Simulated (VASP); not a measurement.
# ZnCd2SeS2 (P6/mmm) in VASP: notebook

One crystal, ZnCd2SeS2, is run at these levels: PBE; tasks: relaxation of cell and atoms.

Program: VASP 6.6.1. These are calculated values, not measurements. Logs are shortened: lines on timing, memory, paths and dates and some standing lists are left out, and cuts for length are marked.

**1. Starting point**

It takes space group P6/mmm (No. 191, hexagonal). The conventional cell has a = 4.843 Å, b = 4.843 Å, c = 7.538 Å, α = 90.00°, β = 90.00°, γ = 120.00°. Around Zn (site symmetry 6/mmm) lie 6 S at 2.80 Å. Around Cd (site symmetry -6m2) lie 3 Cd at 2.80 Å and 3 Se at 2.80 Å. Around Se (site symmetry 6/mmm) lie 6 Cd at 2.80 Å. S (site symmetry -6m2) has 3 S at 2.80 Å and 3 Zn at 2.80 Å as nearest neighbours.

The cell was built by a generator and needn't be a form met in nature.

**2. Relaxation of cell and atoms, PBE**

Input file INCAR:

```
SYSTEM = ZnCd2SeS2
ALGO = Fast
EDIFF = 1E-4
EDIFFG = -0.08
ENCUT = 520
GGA = PE
IBRION = 2
ISIF = 3
ISMEAR = 0
LASPH = .True.
LCHARG = .False.
LREAL = .False.
LWAVE = .False.
NELM = 60
NSW = 24
PREC = Normal
SIGMA = 0.15
```

Input file KPOINTS:

```
k-points
0
Gamma
  3 3 2
  0 0 0
```

Input file POSCAR:

```
ZnCd2SeS2
1.0
    4.8430986000      0.0000000000      0.0000000000
   -2.4215493000      4.1942464200      0.0000000000
    0.0000000000      0.0000000000      7.5376639900
Zn Cd Se S
1 2 1 2
Direct
    0.0000000000      0.0000000000      0.5000000000
    0.3333333300      0.6666666700      0.0000000000
    0.6666666700      0.3333333300      0.0000000000
    0.0000000000      0.0000000000      0.0000000000
    0.3333333300      0.6666666700      0.5000000000
    0.6666666700      0.3333333300      0.5000000000
```

Potentials or basis: VASP PAW PBE potentials, release 64 (Zn, Cd, Se, S).

Started as:

```
cat potpaw_PBE.64/Zn/POTCAR potpaw_PBE.64/Cd/POTCAR potpaw_PBE.64/Se/POTCAR potpaw_PBE.64/S/POTCAR > POTCAR
mpirun -np 1 vasp_std > vasp.out
```

OUTCAR:

```text
SYSTEM = ZnCd2SeS2
   EDIFF = 1E-4
   EDIFFG = -0.08
   ENCUT = 520
   GGA = PE
   IBRION = 2
   ISIF = 3
   ISMEAR = 0
   LASPH = .True.
   LREAL = .False.
   NELM = 60
   NSW = 24
   PREC = Normal

 ion  position               nearest neighbor table
   1  0.000  0.000  0.500-   5 2.80   6 2.80   5 2.80   6 2.80   6 2.80   5 2.80
   2  0.333  0.667  0.000-   3 2.80   4 2.80   3 2.80   4 2.80   4 2.80   3 2.80
   3  0.667  0.333  0.000-   2 2.80   4 2.80   2 2.80   4 2.80   4 2.80   2 2.80
   4  0.000  0.000  0.000-   2 2.80   3 2.80   2 2.80   3 2.80   3 2.80   2 2.80
   5  0.333  0.667  0.500-   1 2.80   1 2.80   1 2.80
   6  0.667  0.333  0.500-   1 2.80   1 2.80   1 2.80

  LATTYP: Found a hexagonal cell.
 ALAT       =     4.8430986000
 C/A-ratio  =     1.5563721932

  Lattice vectors:

 A1 = (   4.8430986000,   0.0000000000,   0.0000000000)
 A2 = (  -2.4215493000,   4.1942464200,   0.0000000000)
 A3 = (   0.0000000000,   0.0000000000,   7.5376639900)

Analysis of symmetry for initial positions (statically):
=====================================================================
 Subroutine PRICEL returns:
 Original cell was already a primitive cell.

 Routine SETGRP: Setting up the symmetry group for a
 hexagonal supercell.

 Subroutine GETGRP returns: Found 24 space group operations
 (whereof 24 operations were pure point group operations)
 out of a pool of 24 trial point group operations.

The static configuration has the point symmetry D_6h.

Analysis of symmetry for dynamics (positions and initial velocities):
=====================================================================
 Subroutine PRICEL returns:
 Original cell was already a primitive cell.

 Routine SETGRP: Setting up the symmetry group for a
 hexagonal supercell.

 Subroutine GETGRP returns: Found 24 space group operations
 (whereof 24 operations were pure point group operations)
 out of a pool of 24 trial point group operations.

The dynamic configuration has the point symmetry D_6h.

 Subroutine INISYM returns: Found 24 space group operations
 (whereof 24 operations are pure point group operations),
 and found     1 'primitive' translations

----------------------------------------------------------------------------------------

                                     Primitive cell

  volume of cell :     153.1137

  direct lattice vectors                    reciprocal lattice vectors
     4.843098600  0.000000000  0.000000000     0.206479381  0.119210926  0.000000000
    -2.421549300  4.194246420  0.000000000     0.000000000  0.238421852  0.000000000
     0.000000000  0.000000000  7.537663990     0.000000000  0.000000000  0.132667097

  length of vectors
     4.843098600  4.843098599  7.537663990     0.238421852  0.238421852  0.132667097

  position of ions in fractional coordinates (direct lattice)
     0.000000000  0.000000000  0.500000000
     0.333333330  0.666666670  0.000000000
     0.666666670  0.333333330  0.000000000
     0.000000000  0.000000000  0.000000000
     0.333333330  0.666666670  0.500000000
     0.666666670  0.333333330  0.500000000

  ion indices of the primitive-cell ions
   primitive index   ion index
                 1           1
                 2           2
                 3           3
                 4           4
                 5           5
                 6           6

----------------------------------------------------------------------------------------

 KPOINTS: k-points

Automatic generation of k-mesh.
 Grid dimensions read from file:
 generate k-points for:    3    3    2

 Generating k-lattice:

  Cartesian coordinates                     Fractional coordinates (reciprocal lattice)
     0.068826460  0.039736975  0.000000000     0.333333333 -0.000000000  0.000000000
     0.000000000  0.079473951  0.000000000     0.000000000  0.333333333  0.000000000
     0.000000000  0.000000000  0.066333549     0.000000000  0.000000000  0.500000000

  Length of vectors
     0.079473951  0.079473951  0.066333549

  Shift w.r.t. Gamma in fractional coordinates (k-lattice)
     0.000000000  0.000000000  0.000000000

 Subroutine IBZKPT returns following result:
 ===========================================

 Found      6 irreducible k-points:

 Following reciprocal coordinates:
            Coordinates               Weight
  0.000000  0.000000  0.000000      1.000000
  0.333333  0.000000  0.000000      6.000000
  0.333333  0.333333  0.000000      2.000000
  0.000000  0.000000  0.500000      1.000000
  0.333333  0.000000  0.500000      6.000000
  0.333333  0.333333  0.500000      2.000000
   k-points           NKPTS =      6   k-points in BZ     NKDIM =      6   number of bands    NBANDS=     32
   number of dos      NEDOS =    301   number of ions     NIONS =      6
   total plane-waves  NPLWV =  32928
   dimension x,y,z NGX =    28 NGY =   28 NGZ =   42
   dimension x,y,z NGXF=    56 NGYF=   56 NGZF=   84
   ions per type =               1   2   1   2
   NGX,Y,Z   is equivalent  to a cutoff of   9.61,  9.61,  9.26 a.u.
   NGXF,Y,Z  is equivalent  to a cutoff of  19.22, 19.22, 18.53 a.u.
 SYSTEM =  ZnCd2SeS2
   PREC   = normal    normal or accurate (medium, high low for compatibility)
   ISTART =      0    job   : 0-new  1-cont  2-samecut
   ICHARG =      2    charge: 1-file 2-atom 10-const
   ISPIN  =      1    spin polarized calculation?
   LNONCOLLINEAR =      F non collinear calculations
   LSORBIT =      F    spin-orbit coupling
   LASPH  =      T    aspherical Exc in radial PAW
   ENCUT  =  520.0 eV  38.22 Ry    6.18 a.u.   9.00  9.00 14.02*2*pi/ulx,y,z
   NELM   =     60;   NELMIN=  2; NELMDL= -5     # of ELM steps
   EDIFF  = 0.1E-03   stopping-criterion for ELM
   LREAL  =      F    real-space projection
   EDIFFG = -.8E-01   stopping-criterion for IOM
   NSW    =     24    number of steps for IOM
   IBRION =      2    ionic relax: 0-MD 1-quasi-New 2-CG
   NFREE  =      1    steps in history (QN), initial steepest desc. (CG)
   ISIF   =      3    stress and relaxation
   ISYM   =      2    0-nonsym 1-usesym 2-fastsym
   POTIM  = 0.5000    time-step for ionic-motion
   TEBEG  =    0.0;   TEEND  =   0.0 temperature during run
   PSTRESS=    0.0 pullay stress
   NELECT =      54.0000    total number of electrons
   NUPDOWN=      -1.0000    fix difference up-down
   EMIN   =  10.00;   EMAX   =-10.00  energy-range for DOS
   EFERMI =   0.00;   METHOD = LEGACY
   ISMEAR =     0;   SIGMA  =   0.15  broadening in eV -4-tet -1-fermi 0-gaus
   EFERMI_NEDOS =   21; number of points for ismear=-14 and -15
   IALGO  =     68    algorithm
   IMIX   =      4    mixing-type and parameters
     AMIX     =   0.40;   BMIX     =  1.00
     AMIX_MAG =   1.60;   BMIX_MAG =  1.00
  volume/ion in A,a.u.               =      25.52       172.21
  Fermi-wavevector in a.u.,A,eV,Ry     =   1.156649  2.185749 18.202361  1.337836
  Thomas-Fermi vector in A             =   2.293267
   LORBIT       =      0    0 simple, 1 ext, 2 COOP (PROOUT), +10 PAW based schemes
   GGA     = PE    functional components
   LHFCALC =     F    Hartree Fock is set to
   AEXX    =    0.0000 exact exchange contribution
   IVDW    =     0    specifies the selected vdW correction
   LEPSILON=     F    determine dielectric tensor
   LRPA    =     F    only Hartree local field effects (RPA)
 conjugate gradient relaxation of ions
 non-spin polarized calculation
 RMM-DIIS sequential band-by-band and
 Gauss-broadening in eV      SIGMA  =   0.15
  energy-cutoff  :      520.00
  volume of cell :      153.11
 maximum number of plane-waves:      4164
   NGX = 17   NGY = 17   NGZ = 29

--------------------------------------- Ionic step        1  -------------------------------------------

 number of electron      53.9999876 magnetization

 Free energy of the ion-electron system (eV)
  ---------------------------------------------------
  ext. energy  EPLUGINS =         0.00000000
  ---------------------------------------------------
  free energy    TOTEN  =       -13.26380340 eV

  energy without entropy =      -13.26339671  energy(sigma->0) =      -13.26360005

------------------------ aborting loop because EDIFF is reached ----------------------------------------

  FORCE on cell =-STRESS in cart. coord.  units (eV):
  Direction    XX          YY          ZZ          XY          YZ          ZX
  --------------------------------------------------------------------------------------
  -------------------------------------------------------------------------------------
  Total        1.6242486      1.6242486     -3.0078927      0.0000000      0.0000000      0.0000000
  in kB       16.9960909     16.9960909    -31.4745043      0.0000000      0.0000000      0.0000000
  external PRESSURE =       0.8392258 kB  Pullay stress =       0.0000000 kB
[... 101 lines left out ...]
  FREE ENERGIE OF THE ION-ELECTRON SYSTEM (eV)
  ---------------------------------------------------
  free  energy   TOTEN  =       -13.3989112004 eV

  energy  without entropy=      -13.3892901868  energy(sigma->0) =      -13.39410069

 E-fermi :   2.9470     XC(G=0):  -9.8228

 val. band max:        2.1296668724   @ k =   0.3333   0.0000   0.5000
 cond. band min:       2.9612346256   @ k =   0.3333   0.0000   0.0000
 fundamental gap:      0.8315677532
 Fermi energy:         2.9469581377

 k-point     1 :       0.0000    0.0000    0.0000
  band No.  band energies     occupation
      1     -10.9136      2.00000
      2     -10.1734      2.00000
      3      -7.9550      2.00000
      4      -6.4152      2.00000
      5      -6.4152      2.00000
      6      -6.3957      2.00000
[... 199 lines left out ...]
     31       4.9113      0.00000
     32       5.9817      0.00000

[... ionic steps 4 to 10 ...]

--------------------------------------- Ionic step       11  -------------------------------------------

 number of electron      53.9999963 magnetization

------------------------ aborting loop because EDIFF is reached ----------------------------------------

  FORCE on cell =-STRESS in cart. coord.  units (eV):
  Direction    XX          YY          ZZ          XY          YZ          ZX
  --------------------------------------------------------------------------------------
  -------------------------------------------------------------------------------------
  Total        2.2498314      2.2498314      1.5386280      0.0000000     -0.0000000     -0.0000000
  in kB       30.3414514     30.3414514     20.7500909      0.0000000     -0.0000000     -0.0000000
  external PRESSURE =      27.1443312 kB  Pullay stress =       0.0000000 kB
[... 65 lines left out ...]
  energy  without entropy=      -14.9234527116  energy(sigma->0) =      -14.94728043

--------------------------------------- Ionic step       13  -------------------------------------------

 number of electron      53.9999885 magnetization

 Free energy of the ion-electron system (eV)
  ---------------------------------------------------
  ext. energy  EPLUGINS =         0.00000000
  ---------------------------------------------------
  free energy    TOTEN  =       -14.97917955 eV

  energy without entropy =      -14.93133563  energy(sigma->0) =      -14.95525759

 E-fermi :   3.4399     XC(G=0): -10.3791

 val. band max:        3.3269748102   @ k =   0.3333   0.0000   0.0000
 cond. band min:       3.4419847536   @ k =   0.3333   0.0000   0.5000
 fundamental gap:      0.1150099434
 Fermi energy:         3.4399183825

 k-point     1 :       0.0000    0.0000    0.0000
  band No.  band energies     occupation
      1     -10.3420      2.00000
      2      -9.3996      2.00000
      3      -8.1561      2.00000
      4      -5.3676      2.00000
      5      -5.3676      2.00000
      6      -5.3468      2.00000
[... 232 lines left out ...]
  FREE ENERGIE OF THE ION-ELECTRON SYSTEM (eV)
  ---------------------------------------------------
  free  energy   TOTEN  =       -14.9791795546 eV

  energy  without entropy=      -14.9313356293  energy(sigma->0) =      -14.95525759

 reached required accuracy - stopping structural energy minimisation
```

It took 78 s on 1 thread of Intel Xeon 6975P-C (Granite Rapids), shared host; peak memory 0.21 GiB.

What came out:

- Free energy: -14.9792 eV
- Relaxed volume: 20.51 Å³/atom
- Relaxed cell: a = 5.248 Å, b = 5.248 Å, c = 5.160 Å, α = 90.00°, β = 90.00°, γ = 120.00°
- Space group after relaxing (to 0.05 Å): P6/mmm (No. 191)
- Energy gained by relaxing: 285.9 meV/atom
- Ionic steps: 13
- Pressure after relaxing: 0.4 GPa
- Band gap on the k mesh: none (metal or under the smearing width)

Stress tensor (GPa, compression positive):
```
0.32 0.00 0.00
0.00 0.32 0.00
0.00 0.00 0.59
```

Step by step:
| step | energy change (eV) | largest force (eV/Å) | pressure (GPa) | volume (Å³) |
| --- | --- | --- | --- | --- |
| 1 | 0.0000 | 0.0000 | 0.08 | 153.11 |
| 2 | -0.0879 | 0.0000 | -1.78 | 153.34 |
| 3 | -0.1351 | 0.0000 | -3.92 | 153.38 |
| 4 | -0.1708 | 0.0000 | -4.07 | 151.86 |
| 5 | -0.2916 | 0.0000 | -4.28 | 147.27 |
| 6 | -0.6717 | 0.0000 | -4.16 | 137.89 |
| 7 | -1.6609 | 0.0000 | 2.97 | 118.29 |
| 8 | -1.6391 | 0.0000 | 0.78 | 121.14 |
| 9 | -1.6647 | 0.0000 | 2.13 | 119.14 |
| 10 | -1.6005 | 0.0000 | 4.47 | 117.70 |
| 11 | -1.6724 | 0.0000 | 2.71 | 118.80 |
| 12 | -1.7073 | 0.0000 | 1.05 | 121.51 |
| 13 | -1.7154 | 0.0000 | 0.41 | 123.08 |

Final structure:
```cif
data_structure
_symmetry_space_group_name_H-M 'P 1'
_symmetry_Int_Tables_number 1
_cell_length_a 5.2482
_cell_length_b 5.2482
_cell_length_c 5.1599
_cell_angle_alpha 90.000
_cell_angle_beta 90.000
_cell_angle_gamma 120.000
_cell_volume 123.08
loop_
_atom_site_label
_atom_site_type_symbol
_atom_site_fract_x
_atom_site_fract_y
_atom_site_fract_z
_atom_site_occupancy
Zn1 Zn 0.00000 0.00000 0.50000 1
Cd1 Cd 0.33333 0.66667 0.00000 1
Cd2 Cd 0.66667 0.33333 0.00000 1
Se1 Se 0.00000 0.00000 0.00000 1
S1 S 0.33333 0.66667 0.50000 1
S2 S 0.66667 0.33333 0.50000 1
```

Levels at points of the mesh, in eV from the Fermi level:
| k point | band 24 | band 25 | band 26 | band 27 | band 28 | band 29 |
| --- | --- | --- | --- | --- | --- | --- |
| (0.00, 0.00, 0.00) | -2.77 | -2.38 | -2.29 | -0.60 | -0.54 | -0.54 |
| (0.00, 0.00, 0.50) | -2.32 | -2.24 | -1.28 | -1.28 | 1.27 | 1.27 |

Caveat: the k mesh is coarse (spacing up to 0.50 Å⁻¹), so the values aren't converged; the volume moved by over 15 % at a fixed basis, so the end points are rough; the relaxation stopped at a loose force limit of 0.08 eV/Å, so its end isn't a converged minimum.

**3. Relaxation of cell and atoms, PBE**

This run uses another cell than the first one, of 28.50 Å³/atom, 1.117 times its volume.

INCAR is that of step 2.

KPOINTS is that of step 2.

Input file POSCAR:

```
ZnCd2SeS2
1.0
    5.4496402600      0.0000000000      0.0000000000
   -2.7248201300      4.7195269100      0.0000000000
    0.0000000000      0.0000000000      6.6481109900
Zn Cd Se S
1 2 1 2
Direct
    0.0000000000      0.0000000000      0.0000000000
    0.3333333300      0.6666666700      0.5000000000
    0.6666666700      0.3333333300      0.5000000000
    0.0000000000      0.0000000000      0.5000000000
    0.3333333300      0.6666666700      0.0000000000
    0.6666666700      0.3333333300      0.0000000000
```

Potentials or basis: VASP PAW PBE potentials, release 64 (Zn, Cd, Se, S).

Started as:

```
cat potpaw_PBE.64/Zn/POTCAR potpaw_PBE.64/Cd/POTCAR potpaw_PBE.64/Se/POTCAR potpaw_PBE.64/S/POTCAR > POTCAR
mpirun -np 1 vasp_std > vasp.out
```

Wall time 86 s (1 thread of Intel Xeon 6975P-C (Granite Rapids), shared host); peak memory 0.22 GiB.

It converged, with:

- Free energy: -14.9874 eV
- Relaxed volume: 20.59 Å³/atom
- Relaxed cell: a = 5.250 Å, b = 5.250 Å, c = 5.174 Å, α = 90.00°, β = 90.00°, γ = 120.00°
- Space group after relaxing (to 0.05 Å): P6/mmm (No. 191)
- Energy gained by relaxing: 416.7 meV/atom
- Ionic steps: 12
- Pressure after relaxing: 0.1 GPa
- Band gap on the k mesh: none (metal or under the smearing width)

Stress tensor (GPa, compression positive):
```
 0.22  0.00  0.00
 0.00  0.22  0.00
 0.00  0.00 -0.10
```

The path:
| step | energy change (eV) | largest force (eV/Å) | pressure (GPa) | volume (Å³) |
| --- | --- | --- | --- | --- |
| 1 | 0.0000 | 0.0000 | -8.53 | 170.99 |
| 2 | -1.4608 | 0.0000 | -3.38 | 136.12 |
| 3 | -1.5433 | 0.0000 | -0.73 | 128.67 |
| 4 | -1.5426 | 0.0000 | 0.16 | 127.42 |
| 5 | -1.8976 | 0.0000 | 0.80 | 122.25 |
| 6 | -1.4774 | 0.0000 | 16.75 | 105.58 |
| 7 | -2.1348 | 0.0000 | 2.52 | 118.21 |
| 8 | -2.2375 | 0.0000 | 7.48 | 112.02 |
| 9 | -2.2675 | 0.0000 | 5.28 | 114.26 |
| 10 | -2.4475 | 0.0000 | 3.34 | 118.28 |
| 11 | -2.4617 | 0.0000 | 2.61 | 119.90 |
| 12 | -2.5002 | 0.0000 | 0.12 | 123.53 |

Final structure:
```
Zn Cd Se S
1.0
     5.25035    0.00000    0.00000
    -2.62517    4.54694    0.00000
     0.00000    0.00000    5.17442
Zn Cd Se S
1 2 1 2
Cartesian
  0.0000 0.0000 0.0000
  0.0000 3.0313 2.5872
  2.6252 1.5156 2.5872
  0.0000 0.0000 2.5872
  0.0000 3.0313 0.0000
  2.6252 1.5156 0.0000
```

Levels at points of the mesh, in eV from the Fermi level:
| k point | band 22 | band 23 | band 24 | band 25 | band 26 | band 27 | band 28 | band 29 | band 30 | band 31 |
| --- | --- | --- | --- | --- | --- | --- | --- | --- | --- | --- |
| (0.00, 0.00, 0.00) | -2.94 | -2.94 | -2.78 | -2.38 | -2.28 | -0.62 | -0.55 | -0.55 | 2.56 | 2.56 |
| (0.00, 0.00, 0.50) | -2.80 | -2.33 | -2.33 | -2.24 | -1.28 | -1.28 | 1.27 | 1.27 | 1.88 | 2.87 |

Caveat: the k mesh is coarse (spacing up to 0.47 Å⁻¹), so the values aren't converged; the volume moved by over 15 % at a fixed basis, so the end points are rough; the relaxation stopped at a loose force limit of 0.08 eV/Å, so its end isn't a converged minimum.
